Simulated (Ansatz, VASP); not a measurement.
# Cross-check of KF (Carobbiite) between VASP and Ansatz, part 2 of 2

One calculation is typed for both programs; each brings its own data sets. How far apart do they land? The cell is taken from a series of runs on this material, whose earlier steps may have relaxed, scaled, displaced or heated it; both programs get it as it stands.

VASP 6.6.1 and Ansatz 0.2.0.

So far: The structure; Ansatz: zone-centre phonons, LDA.

**3. VASP: zone-centre phonons, LDA**

Level of this step: LDA; plane waves and PAW (K_sv, F) (VASP).

The same cell, functional (in two slightly different forms) and mesh now go to VASP, with its own data sets.

Lines of VASP's logs that name or quote its potential files are left out, and so is its time.

Input file INCAR:

```
SYSTEM = KF
PREC = Accurate
ENCUT = 600
EDIFF = 1E-08
NELM = 120
ISMEAR = 0
SIGMA = 0.01
LREAL = .FALSE.
ALGO = Normal
GGA = CA
NBANDS = 14
LORBIT = 11
LWAVE = .FALSE.
LCHARG = .FALSE.
ISIF = 2
IBRION = 8
LEPSILON = .TRUE.
LASPH = .TRUE.
GGA_COMPAT = .FALSE.
EFERMI = MIDGAP
```

Input file POSCAR:

```
KF
1.0
    0.0000000000      2.5810340524      2.5810340524
    2.5810340524      0.0000000000      2.5810340524
    2.5810340524      2.5810340524      0.0000000000
K F
1 1
Direct
    0.0000000000      0.0000000000      0.0000000000
    0.5000000000      0.5000000000      0.5000000000
```

Input file KPOINTS:

```
Automatic mesh
0
Gamma
8 8 8
0 0 0
```

The projector-augmented-wave data sets are K_sv and F (LDA family, release 64).

The run is started by

```
$ mpirun -np 1 vasp_std
```

Numbers of over 12 decimals in the logs are rounded to 6 here.

Output:

```text
[banner, memory and clock lines left out]
running    1 mpi-ranks, on    1 nodes
 distrk:  each k-point on    1 cores,    1 groups
 distr:  one band on    1 cores,    1 groups

 POSCAR found type information on POSCAR K F
 POSCAR found :  2 types and       2 ions
 LDA part: xc-table for (Slater(with rela. corr.)+CA(PZ))
 , standard interpolation
 POSCAR, INCAR and KPOINTS ok, starting setup
 FFT: planning ... GRIDC
 FFT: planning ... GRID_SOFT
 FFT: planning ... GRID
 WAVECAR not read
 entering main loop
       N       E                     dE             d eps       ncg     rms          rms(c)
DAV:   1     0.135749653549E+03    0.13575E+03   -0.91830E+03   812   0.127E+03
DAV:   2    -0.413550075950E+01   -0.13989E+03   -0.12385E+03  1024   0.331E+02
DAV:   3    -0.100865970676E+02   -0.59511E+01   -0.59056E+01  1030   0.642E+01
DAV:   4    -0.102510203012E+02   -0.16442E+00   -0.16436E+00  1110   0.980E+00
DAV:   5    -0.102527614817E+02   -0.17412E-02   -0.17412E-02  1046   0.102E+00    0.634E+00
DAV:   6    -0.914566356358E+01    0.11071E+01   -0.32658E+00   880   0.168E+01    0.474E+00
DAV:   7    -0.909867178556E+01    0.46992E-01   -0.88739E-02   968   0.247E+00    0.284E+00
DAV:   8    -0.907317301131E+01    0.25499E-01   -0.46686E-02   968   0.225E+00    0.212E-01
DAV:   9    -0.907321381023E+01   -0.40799E-04   -0.39456E-03  1004   0.529E-01    0.107E-01
DAV:  10    -0.907330128920E+01   -0.87479E-04   -0.44372E-04  1036   0.226E-01    0.488E-02
DAV:  11    -0.907329103120E+01    0.10258E-04   -0.48111E-05  1118   0.826E-02    0.128E-02
DAV:  12    -0.907329391218E+01   -0.28810E-05   -0.25161E-06   940   0.154E-02    0.170E-03
DAV:  13    -0.907329403035E+01   -0.11817E-06   -0.32532E-07  1062   0.533E-03    0.229E-03
DAV:  14    -0.907329399760E+01    0.32753E-07   -0.13918E-07   944   0.368E-03    0.168E-04
DAV:  15    -0.907329399817E+01   -0.57435E-09   -0.35877E-09   508   0.550E-04
   1 F= -.90732940E+01 E0= -.90732940E+01  d E =0.000000E+00
 Linear response reoptimize wavefunctions to high precision
DAV:   1    -0.907329399811E+01    0.57526E-10   -0.30590E-10   532   0.215E-04
 Linear response G [H, r] |phi>, progress :
  Direction:   1
       N       E                     dE             d eps       ncg     rms
RMM:   1    -0.521671637395E+02   -0.52167E+02    0.32451E+02  1481   0.102E+02
RMM:   2    -0.531462360133E+02   -0.97907E+00   -0.42238E+00  1373   0.187E+01
RMM:   3    -0.534563125665E+02   -0.31008E+00   -0.11653E+00  1706   0.550E+00
RMM:   4    -0.535026690931E+02   -0.46357E-01   -0.22767E-01  1859   0.179E+00
RMM:   5    -0.535146041700E+02   -0.11935E-01   -0.62325E-02  1868   0.795E-01
RMM:   6    -0.535170825817E+02   -0.24784E-02   -0.18733E-02  1884   0.390E-01
RMM:   7    -0.535176858253E+02   -0.60324E-03   -0.62845E-03  1814   0.194E-01
RMM:   8    -0.535178340507E+02   -0.14823E-03   -0.45145E-03  1816   0.102E-01
RMM:   9    -0.535178750417E+02   -0.40991E-04   -0.26481E-03  1816   0.536E-02
RMM:  10    -0.535178839394E+02   -0.88977E-05    0.41205E-04  1732   0.290E-02
RMM:  11    -0.535178866664E+02   -0.27270E-05    0.91745E-04  1719   0.161E-02
RMM:  12    -0.535178884168E+02   -0.17504E-05    0.28449E-04  1641   0.913E-03
RMM:  13    -0.535178882431E+02    0.17369E-06   -0.82437E-04  1615   0.530E-03
RMM:  14    -0.535178881489E+02    0.94134E-07   -0.77303E-04  1544   0.314E-03
[...]
RMM:  22    -0.535178875219E+02   -0.26434E-09   -0.46024E-05   864   0.133E-04
RMM:  23    -0.535178874893E+02    0.32558E-07   -0.35538E-05   831   0.112E-04
RMM:  24    -0.535178874871E+02    0.22230E-08   -0.23283E-05   805   0.971E-05
RMM:  25    -0.535178874713E+02    0.15775E-07   -0.15288E-05   760   0.876E-05
RMM:  26    -0.535178874698E+02    0.15440E-08   -0.14784E-05   745   0.820E-05
RMM:  27    -0.535178874621E+02    0.77065E-08   -0.48407E-06   712   0.789E-05
RMM:  28    -0.535178874618E+02    0.30900E-09   -0.93333E-06   680   0.772E-05
RMM:  29    -0.535178874567E+02    0.51196E-08   -0.80076E-07   666   0.760E-05
 Linear response G [H, r] |phi>, progress :
  Direction:   2
       N       E                     dE             d eps       ncg     rms
RMM:   1    -0.504005935481E+02   -0.50401E+02    0.33432E+02  1503   0.102E+02
RMM:   2    -0.508637170023E+02   -0.46312E+00   -0.36173E+00  1353   0.188E+01
RMM:   3    -0.511079569679E+02   -0.24424E+00   -0.96375E-01  1696   0.540E+00
[...]
RMM:   1    -0.105098015774E+00   -0.10510E+00   -0.15529E-01  1741   0.263E+00
RMM:   2    -0.106950007544E+00   -0.18520E-02   -0.14550E-02  1530   0.550E-01
RMM:   3    -0.108226796759E+00   -0.12768E-02   -0.24392E-03  1684   0.186E-01
RMM:   4    -0.108418571769E+00   -0.19178E-03   -0.36863E-04  1756   0.676E-02
RMM:   5    -0.108446620818E+00   -0.28049E-04   -0.73081E-05  1657   0.282E-02
RMM:   6    -0.108452322490E+00   -0.57017E-05   -0.12843E-05  1590   0.118E-02
RMM:   7    -0.108453341540E+00   -0.10191E-05   -0.27217E-06  1514   0.528E-03
RMM:   8    -0.108453559616E+00   -0.21808E-06   -0.86065E-07  1447   0.240E-03
RMM:   9    -0.108453601578E+00   -0.41962E-07   -0.66756E-07  1421   0.116E-03
RMM:  10    -0.108453612634E+00   -0.11056E-07    0.98177E-08  1390   0.530E-04
RMM:  11    -0.108453614861E+00   -0.22270E-08   -0.14908E-07  1290   0.251E-04
[...]
RMM:   6    -0.111898110874E+00   -0.28360E-03   -0.16570E-04  3661   0.605E-02    0.102E-02
RMM:   7    -0.111996489617E+00   -0.98379E-04   -0.27610E-05  3534   0.235E-02    0.314E-03
RMM:   8    -0.111974050373E+00    0.22439E-04   -0.50635E-06  3661   0.101E-02    0.165E-03
RMM:   9    -0.111981382696E+00   -0.73323E-05   -0.23685E-06  3761   0.461E-03    0.872E-04
RMM:  10    -0.111984219817E+00   -0.28371E-05   -0.22780E-06  3685   0.202E-03    0.323E-04
RMM:  11    -0.111983471406E+00    0.74841E-06   -0.76461E-07  3635   0.974E-04    0.133E-04
RMM:  12    -0.111983440541E+00    0.30866E-07   -0.52894E-07  3453   0.469E-04    0.558E-05
RMM:  13    -0.111983706727E+00   -0.26619E-06   -0.12384E-07  3116   0.221E-04    0.216E-05
RMM:  14    -0.111983611010E+00    0.95717E-07   -0.12503E-07  2646   0.110E-04    0.451E-05
RMM:  15    -0.111983663541E+00   -0.52531E-07   -0.29153E-08  2180   0.640E-05    0.217E-05
RMM:  16    -0.111983667078E+00   -0.35362E-08   -0.23558E-08  1754   0.466E-05    0.195E-05
 change of polarisation eV/A/(eV/A) component  2 :     0.006     0.208    -0.004
 dielectric tensor                  component  2 :     0.032     2.097    -0.018
 Linear response to external field, progress :
  Direction:   3
       N       E                     dE             d eps       ncg     rms          rms(c)
RMM:   1    -0.114286838237E+00   -0.11429E+00   -0.18094E-01  3569   0.269E+00
RMM:   2    -0.117051849955E+00   -0.27650E-02   -0.16887E-02  3100   0.623E-01    0.652E-01
RMM:   3    -0.107688280126E+00    0.93636E-02   -0.11230E-02  2991   0.686E-01    0.311E-01
RMM:   4    -0.109205479259E+00   -0.15172E-02   -0.41862E-03  3117   0.464E-01    0.108E-01
RMM:   5    -0.111614534684E+00   -0.24091E-02   -0.67645E-04  3402   0.177E-01    0.172E-02
RMM:   6    -0.111898147770E+00   -0.28361E-03   -0.16569E-04  3663   0.605E-02    0.102E-02
RMM:   7    -0.111996485849E+00   -0.98338E-04   -0.27581E-05  3535   0.235E-02    0.314E-03
RMM:   8    -0.111974053686E+00    0.22432E-04   -0.52471E-06  3662   0.101E-02    0.165E-03
RMM:   9    -0.111981424009E+00   -0.73703E-05   -0.13980E-06  3755   0.461E-03    0.867E-04
RMM:  10    -0.111984182177E+00   -0.27582E-05   -0.57323E-07  3700   0.204E-03    0.310E-04
RMM:  11    -0.111983460764E+00    0.72141E-06    0.55930E-07  3644   0.944E-04    0.124E-04
RMM:  12    -0.111983469593E+00   -0.88288E-08   -0.18807E-07  3429   0.443E-04    0.551E-05
RMM:  13    -0.111983691794E+00   -0.22220E-06    0.48318E-08  3090   0.207E-04    0.204E-05
RMM:  14    -0.111983604049E+00    0.87745E-07   -0.21293E-08  2624   0.105E-04    0.461E-05
RMM:  15    -0.111983652189E+00   -0.48140E-07    0.20158E-09  2187   0.632E-05    0.241E-05
RMM:  16    -0.111983662181E+00   -0.99912E-08   -0.64822E-09  1773   0.468E-05    0.197E-05
 change of polarisation eV/A/(eV/A) component  3 :    -0.001     0.002     0.208
 dielectric tensor                  component  3 :    -0.006     0.012     2.097
 Linear response DOF=           2
 Linear response progress:
  Degree of freedom:   1/  2
       N       E                     dE             d eps       ncg     rms          rms(c)
RMM:   1    -0.294170447670E+00   -0.29417E+00    0.15526E-01  2600   0.403E+00
RMM:   2    -0.293945738887E+00    0.22471E-03   -0.27972E-02  2910   0.104E+00    0.456E-02
RMM:   3    -0.295393817923E+00   -0.14481E-02   -0.34521E-03  3310   0.315E-01    0.258E-02
RMM:   4    -0.295617950196E+00   -0.22413E-03   -0.45528E-04  3571   0.857E-02    0.222E-02
RMM:   5    -0.295659513957E+00   -0.41564E-04   -0.75764E-05  3443   0.395E-02    0.158E-03
RMM:   6    -0.295666030460E+00   -0.65165E-05   -0.18519E-05  3715   0.158E-02    0.269E-03
RMM:   7    -0.295662957374E+00    0.30731E-05   -0.28727E-06  3641   0.644E-03    0.135E-03
RMM:   8    -0.295653995883E+00    0.89615E-05   -0.48624E-07  3609   0.295E-03    0.158E-04
RMM:   9    -0.295655480151E+00   -0.14843E-05   -0.10547E-06  3779   0.135E-03    0.409E-04
RMM:  10    -0.295653924741E+00    0.15554E-05    0.94467E-07  3658   0.627E-04    0.686E-05
RMM:  11    -0.295653763701E+00    0.16104E-06    0.79084E-07  3955   0.262E-04    0.153E-05
RMM:  12    -0.295653775681E+00   -0.11980E-07    0.34032E-07  3917   0.110E-04    0.173E-05
RMM:  13    -0.295653738462E+00    0.37219E-07   -0.16994E-08  3782   0.478E-05    0.110E-05
RMM:  14    -0.295653677444E+00    0.61018E-07    0.97567E-08  3624   0.239E-05    0.625E-06
RMM:  15    -0.295653702897E+00   -0.25453E-07    0.72853E-09  3448   0.115E-05    0.138E-06
RMM:  16    -0.295653697898E+00    0.49989E-08    0.30039E-09  3363   0.564E-06    0.628E-07
 first order change of Fermi-energy  -0.44492E-03
 force on displaced ion       1 direction 1 :  -2.200   0.000   0.000
 Born effective charge ion    1 direction 1 :   1.149   0.000   0.000
 Linear response progress:
  Degree of freedom:   2/  2
       N       E                     dE             d eps       ncg     rms          rms(c)
RMM:   1    -0.527271476159E+00   -0.52727E+00    0.55923E-01  3110   0.411E+00
RMM:   2    -0.522175647056E+00    0.50958E-02   -0.67326E-03  2625   0.686E-01    0.791E-02
RMM:   3    -0.523446570558E+00   -0.12709E-02   -0.75545E-04  2835   0.139E-01    0.442E-02
RMM:   4    -0.525066336108E+00   -0.16198E-02   -0.36333E-04  2857   0.104E-01    0.105E-02
RMM:   5    -0.525106791242E+00   -0.40455E-04   -0.76407E-05  3438   0.311E-02    0.467E-03
RMM:   6    -0.525098149105E+00    0.86421E-05   -0.11770E-05  3524   0.108E-02    0.297E-03
RMM:   7    -0.525080520469E+00    0.17629E-04   -0.20727E-06  3436   0.462E-03    0.731E-04
RMM:   8    -0.525084587658E+00   -0.40672E-05   -0.47341E-07  3558   0.195E-03    0.196E-04
RMM:   9    -0.525084462201E+00    0.12546E-06   -0.86765E-08  3653   0.772E-04    0.981E-05
RMM:  10    -0.525084212453E+00    0.24975E-06    0.14682E-07  3721   0.326E-04    0.588E-05
RMM:  11    -0.525084043802E+00    0.16865E-06   -0.14290E-07  3526   0.147E-04    0.786E-06
RMM:  12    -0.525084105195E+00   -0.61393E-07   -0.24273E-08  3767   0.659E-05    0.826E-06
RMM:  13    -0.525084123674E+00   -0.18479E-07    0.22217E-08  3659   0.296E-05    0.450E-06
RMM:  14    -0.525084119795E+00    0.38784E-08    0.93633E-09  3457   0.151E-05    0.490E-07
 first order change of Fermi-energy   0.10058E-04
 force on displaced ion       2 direction 1 :  -2.216   0.000   0.000
 Born effective charge ion    2 direction 1 :  -1.150   0.000   0.000
 Born effective charges drift removed
 Linear response finished
```

OUTCAR, selected parts (step 3):

```text
ion  position               nearest neighbor table
   1  0.000  0.000  0.000-   2 2.58   2 2.58   2 2.58   2 2.58   2 2.58   2 2.58
   2  0.500  0.500  0.500-   1 2.58   1 2.58   1 2.58   1 2.58   1 2.58   1 2.58

  LATTYP: Found a face centered cubic cell.
 ALAT       =     5.1620681048

 Subroutine GETGRP returns: Found 48 space group operations
 (whereof 48 operations were pure point group operations)

The static configuration has the point symmetry O_h .

 Found     29 irreducible k-points:

   k-points           NKPTS =     29   k-points in BZ     NKDIM =     29   number of bands    NBANDS=     14

   dimension x,y,z NGX =    30 NGY =   30 NGZ =   30
   dimension x,y,z NGXF=    60 NGYF=   60 NGZF=   60

   ENCUT  =  600.0 eV  44.10 Ry    6.64 a.u.   7.29  7.29  7.29*2*pi/ulx,y,z

   NELECT =      16.0000    total number of electrons

 k-points in reciprocal lattice and weights: Automatic mesh
   0.00000000  0.00000000  0.00000000       0.002
   0.12500000  0.00000000  0.00000000       0.016
   0.25000000  0.00000000  0.00000000       0.016
   0.37500000  0.00000000  0.00000000       0.016
   0.50000000  0.00000000  0.00000000       0.008
   0.12500000  0.12500000  0.00000000       0.012
   0.25000000  0.12500000  0.00000000       0.047
   0.37500000  0.12500000  0.00000000       0.047
   0.50000000  0.12500000  0.00000000       0.047
[...]
-0.37500000  0.50000000  0.12500000       0.023
  -0.25000000  0.50000000  0.25000000       0.012

 average (electrostatic) potential at core
       1 -35.0379       2 -77.6822

  Total        0.0404205      0.0404205      0.0404205     -0.0000000      0.0000000     -0.0000000
  in kB        1.8832194      1.8832194      1.8832194     -0.0000000      0.0000000     -0.0000000
  external PRESSURE =       1.8832194 kB  Pullay stress =       0.0000000 kB

  energy-cutoff  :      600.00
  volume of cell :       34.39
      direct lattice vectors                 reciprocal lattice vectors
     0.000000000  2.581034052  2.581034052    -0.193720807  0.193720807  0.193720807
     2.581034052  0.000000000  2.581034052     0.193720807 -0.193720807  0.193720807
     2.581034052  2.581034052  0.000000000     0.193720807  0.193720807 -0.193720807

 POSITION                                       TOTAL-FORCE (eV/Angst)
 -----------------------------------------------------------------------------------
      0.00000      0.00000      0.00000        -0.000000     -0.000000     -0.000000
      2.58103      2.58103      2.58103         0.000000      0.000000      0.000000
 -----------------------------------------------------------------------------------
    total drift:                                0.000000      0.000000      0.000000

 MACROSCOPIC STATIC DIELECTRIC TENSOR (including local field effects in DFT)
 ------------------------------------------------------
           2.096522     0.000000     0.000000
           0.000000     2.096522    -0.000000
          -0.000000    -0.000000     2.096522
 ------------------------------------------------------

 PIEZOELECTRIC TENSOR (including local field effects)  for field in x, y, z        (C/m^2)
          XX          YY          ZZ          XY          YZ          ZX
  --------------------------------------------------------------------------------
  x     0.00000     0.00000     0.00000     0.00000     0.00000     0.00000
  y     0.00000     0.00000     0.00000     0.00000     0.00000     0.00000
  z     0.00000     0.00000     0.00000     0.00000     0.00000     0.00000

 BORN EFFECTIVE CHARGES (including local field effects) (in |e|, cummulative output)
 ---------------------------------------------------------------------------------
 ion    1
    1     1.14945     0.00000     0.00000
    2    -0.00000     1.14945    -0.00000
    3    -0.00000    -0.00000     1.14945
 ion    2
    1    -1.14945    -0.00000    -0.00000
    2     0.00000    -1.14945     0.00000
    3     0.00000     0.00000    -1.14945

 Eigenvectors and eigenvalues of the dynamical matrix
 ----------------------------------------------------

   1 f  =    6.500840 THz    40.845985 2PiTHz  216.844697 cm-1    26.885304 meV
             X         Y         Z           dx          dy          dz
      0.000000  0.000000  0.000000     0.000000    0.570463    0.000000
      2.581034  2.581034  2.581034     0.000000   -0.821323    0.000000

   2 f  =    6.500840 THz    40.845985 2PiTHz  216.844697 cm-1    26.885304 meV
             X         Y         Z           dx          dy          dz
      0.000000  0.000000  0.000000    -0.570463    0.000000    0.000000
      2.581034  2.581034  2.581034     0.821323    0.000000    0.000000

   3 f  =    6.500840 THz    40.845985 2PiTHz  216.844697 cm-1    26.885304 meV
             X         Y         Z           dx          dy          dz
      0.000000  0.000000  0.000000     0.000000    0.000000   -0.570463
      2.581034  2.581034  2.581034     0.000000    0.000000    0.821323

   4 f/i=    0.010967 THz     0.068910 2PiTHz    0.365832 cm-1     0.045357 meV
             X         Y         Z           dx          dy          dz
      0.000000  0.000000  0.000000     0.821323    0.000000    0.000000
      2.581034  2.581034  2.581034     0.570463    0.000000    0.000000

   5 f/i=    0.010967 THz     0.068910 2PiTHz    0.365832 cm-1     0.045357 meV
             X         Y         Z           dx          dy          dz
      0.000000  0.000000  0.000000     0.000000   -0.821323    0.000000
      2.581034  2.581034  2.581034     0.000000   -0.570463    0.000000

   6 f/i=    0.010967 THz     0.068910 2PiTHz    0.365832 cm-1     0.045357 meV
             X         Y         Z           dx          dy          dz
      0.000000  0.000000  0.000000     0.000000    0.000000    0.821323
      2.581034  2.581034  2.581034     0.000000    0.000000    0.570463

 MACROSCOPIC STATIC DIELECTRIC TENSOR IONIC CONTRIBUTION
 ------------------------------------------------------
           3.148615     0.000000     0.000000
           0.000000     3.148615    -0.000000
           0.000000    -0.000000     3.148615
 ------------------------------------------------------

 ELASTIC MODULI CONTR FROM IONIC RELAXATION (kBar)
 Direction    XX          YY          ZZ          XY          YZ          ZX
 --------------------------------------------------------------------------------
 XX           0.0000      0.0000      0.0000      0.0000      0.0000      0.0000
 YY           0.0000      0.0000      0.0000      0.0000      0.0000      0.0000
 ZZ           0.0000      0.0000      0.0000      0.0000      0.0000      0.0000
 XY           0.0000      0.0000      0.0000      0.0000      0.0000      0.0000
 YZ           0.0000      0.0000      0.0000      0.0000      0.0000      0.0000
 ZX           0.0000      0.0000      0.0000      0.0000      0.0000      0.0000
 --------------------------------------------------------------------------------

 PIEZOELECTRIC TENSOR IONIC CONTR  for field in x, y, z        (C/m^2)
          XX          YY          ZZ          XY          YZ          ZX
  --------------------------------------------------------------------------------
  x     0.00000     0.00000     0.00000     0.00000     0.00000     0.00000
  y     0.00000     0.00000     0.00000     0.00000     0.00000     0.00000
  z     0.00000     0.00000     0.00000     0.00000     0.00000     0.00000
```

**4. Side by side**

Known differences besides the potentials themselves: the two LDA forms differ slightly; fixed occupations in Ansatz, narrow Gaussian smearing in VASP; the cutoff is 420 eV in Ansatz and 600 eV in VASP; VASP's log shows a relativistic correction to its local exchange, Ansatz's none. Total energies have different zeros and are not compared.

Compared:

| quantity | Ansatz | VASP | difference |
| --- | --- | --- | --- |
| ε∞ xx | 2.10 | 2.10 | +0.03 % |
| ε∞ yy | 2.10 | 2.10 | +0.03 % |
| ε∞ zz | 2.10 | 2.10 | +0.03 % |
| Born charge of K1 (mean of the diagonal) (e) | 1.15 | 1.15 | 0.00 |
| Born charge of F2 (mean of the diagonal) (e) | -1.15 | -1.15 | 0.00 |
| optical mode 1 to 3 (cm⁻¹) | 210.7 | 216.8 | -2.84 % |

Modes are paired by rising frequency, not by their patterns, so a pair may set unlike modes beside each other; they are those without the splitting of longitudinal modes.

**5. Outcome**

| Property | Result |
| --- | --- |
| r.m.s. difference of the optical zone-centre modes, each program's sorted by frequency (zone-centre phonons, LDA) | 6.2 cm⁻¹ |
| difference in optical mode 1 to 3 (zone-centre phonons, LDA) | -2.8 % |

**Reading.** The r.m.s. difference of the optical zone-centre modes, each program's sorted by frequency is 6.2 cm⁻¹ (zone-centre phonons, LDA). Among the rows given in per cent, the largest difference of the zone-centre phonons, LDA pair is in optical mode 1 to 3, -2.8 %. How closely two codes agree says nothing of how well the functional describes the real material.

[Lines on the potential files, build, host, timing and source positions are cut from VASP's logs without a mark.]

[Logs are printed without paths, hosts, clocks, repeated set-up lines and the standing remarks that a program may print on its own settings, such as how far it seeks lower states.]

[Hosts, paths, dates, database ids (printed as entryN), source tags and the programs' standing remarks are cut or masked in the printed files.]
